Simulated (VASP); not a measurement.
Output of a VASP run:

### OSZICAR
```
       N       E                     dE             d eps       ncg     rms          rms(c)
DAV:   1     0.197516268882E+02    0.19752E+02   -0.31406E+03   360   0.671E+02
DAV:   2    -0.679265246971E+01   -0.26544E+02   -0.25635E+02   570   0.946E+01
DAV:   3    -0.762200885972E+01   -0.82936E+00   -0.82822E+00   438   0.198E+01
DAV:   4    -0.762931825308E+01   -0.73094E-02   -0.73078E-02   497   0.220E+00
DAV:   5    -0.762940675361E+01   -0.88501E-04   -0.88500E-04   420   0.211E-01    0.419E+00
RMM:   6    -0.756485334594E+01    0.64553E-01   -0.76379E-02   360   0.136E+00    0.258E+00
RMM:   7    -0.756450114901E+01    0.35220E-03   -0.38016E-02   360   0.102E+00    0.795E-01
RMM:   8    -0.756439242140E+01    0.10873E-03   -0.35400E-03   360   0.410E-01    0.626E-02
RMM:   9    -0.756439473218E+01   -0.23108E-05   -0.52401E-04   360   0.168E-01    0.370E-02
RMM:  10    -0.756439535967E+01   -0.62750E-06   -0.11228E-04   368   0.847E-02    0.154E-02
RMM:  11    -0.756439849442E+01   -0.31347E-05   -0.25273E-05   269   0.412E-02
   1 F= -.75643985E+01 E0= -.75643985E+01  d E =-.756440E+01
```

File OUTCAR:
```
------------------------ aborting loop because EDIFF is reached ----------------------------------------
  FORCE on cell =-STRESS in cart. coord.  units (eV):
  Direction    XX          YY          ZZ          XY          YZ          ZX
  --------------------------------------------------------------------------------------
  Total        0.0031804      0.0031804      0.0031804      0.0000000      0.0000000      0.0000000
  in kB        0.0777073      0.0777073      0.0777073      0.0000000      0.0000000      0.0000000
  external PRESSURE =       0.0777073 kB  Pullay stress =       0.0000000 kB
  volume of cell :       65.57
      direct lattice vectors                 reciprocal lattice vectors
     0.000000000  3.200612952  3.200612952    -0.156220076  0.156220076  0.156220076
     3.200612952  0.000000000  3.200612952     0.156220076 -0.156220076  0.156220076
     3.200612952  3.200612952  0.000000000     0.156220076  0.156220076 -0.156220076
 POSITION                                       TOTAL-FORCE (eV/Angst)
 -----------------------------------------------------------------------------------
      0.00000      0.00000      0.00000        -0.000000      0.000000      0.000000
      3.20061      3.20061      3.20061         0.000000     -0.000000     -0.000000
 -----------------------------------------------------------------------------------
    total drift:                                0.000000     -0.000000     -0.000000
  FREE ENERGIE OF THE ION-ELECTRON SYSTEM (eV)
  ---------------------------------------------------
  free  energy   TOTEN  =        -7.5643984944 eV

  energy  without entropy=       -7.5643984944  energy(sigma->0) =       -7.56439849

 reached required accuracy - stopping structural energy minimisation
```
(Selected blocks of OUTCAR.)

File POSCAR:
```
SnTe
1
   -0.0000000000     3.2006129520     3.2006129520
    3.2006129520    -0.0000000000     3.2006129520
    3.2006129520     3.2006129520    -0.0000000000
Sn Te
1 1
Direct
  0.0000000000   0.0000000000   0.0000000000
  0.5000000000   0.5000000000   0.5000000000
```

### Question
Reconstruct the remaining input files.

### Answer
This is not unique; one that fits is the input of the run itself, PBE GGA, plane waves, VASP's PBE PAW potentials (set 64).

KPOINTS:
```
Automatic mesh
0
Gamma
7 7 7
0 0 0
```

**INCAR**
```
# general
SYSTEM =SnTe
PREC   =Normal
ENCUT  =400
LREAL  =.False.   # projection in real space or not
LASPH  =.True.   # aspherical one-centre terms

# electronic loop
EDIFF  =1E-5
NELM   =100
NELMIN =4
ALGO   =Fast   # Davidson, then RMM-DIIS
LMAXMIX=4

# smearing
ISMEAR =0   # Gaussian
SIGMA  =0.05   # width (eV)

# functional
GGA    =PE   # PBE

# ions
IBRION =2   # conjugate gradients
NSW    =20   # most ionic steps
ISIF   =2   # forces and stress, cell fixed
EDIFFG =-0.03

# output
LWAVE  =.False.
LCHARG =.False.
```

POTCAR, in this order: Sn Te (PBE.64 set). Program: vasp_std.

The structure comes from a computed database's SnTe entry (Fm-3m); how it stands against other phases isn't given here. It was relaxed first.
